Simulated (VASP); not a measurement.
Runs of VASP 6.6.1 on Nb. The structure is cubic, space group Im-3m (No. 229). The conventional cell has a = 3.328 Å, b = 3.328 Å, c = 3.328 Å, α = 90.00°, β = 90.00°, γ = 90.00°. Around Nb (site symmetry m-3m) lie 8 Nb at 2.88 Å. 

```tsv
level	potentials or basis	k mesh	cutoff (eV)	gap on the mesh (eV)	pressure (GPa)	relaxed volume (Å³/atom)
PBE+D3(BJ)	VASP PAW PBE potentials, release 64 (Nb_sv)	16 × 16 × 16	600	none	-0.1	(a)
PBE	VASP PAW PBE potentials, release 64 (Nb_sv)	16 × 16 × 16	600	none	0.0	18.08
RPBE	VASP PAW PBE potentials, release 64 (Nb_sv)	16 × 16 × 16	600	none	0.0	(b)
LDA	VASP PAW LDA potentials, release 64 (Nb_sv)	16 × 16 × 16	600	none	0.0	17.11
AM05	VASP PAW PBE potentials, release 64 (Nb_sv)	16 × 16 × 16	600	none	-0.1	17.41
r2SCAN	VASP PAW PBE potentials, release 64 (Nb_sv)	16 × 16 × 16	600	none	-0.1	17.99
PBE	VASP PAW PBE potentials, release 64 (Nb_pv)	8 × 8 × 8	300	none	0.0	18.30
PBEsol	VASP PAW PBE potentials, release 64 (Nb_sv)	16 × 16 × 16	600	none	-0.1	17.46
```

Alike in all rows: task relaxation of cell and atoms; no spin polarisation; cell relaxed; smearing methfessel-paxton 0.1 eV.

Problem. Estimate the missing entries.

Solution. (a) 17.37; (b) 18.39.

Caveats: the PAW data sets were made with another functional, which shifts forces and pressure a little (some runs); pairwise dispersion overbinds metals, which lowers pressure and volume (some runs).

A k mesh can miss the band edges, and the runs leave out spin-orbit coupling on Nb.

A gap of «none» marks a metal or a gap under the smearing width.

Not every run made on this cell is shown here.
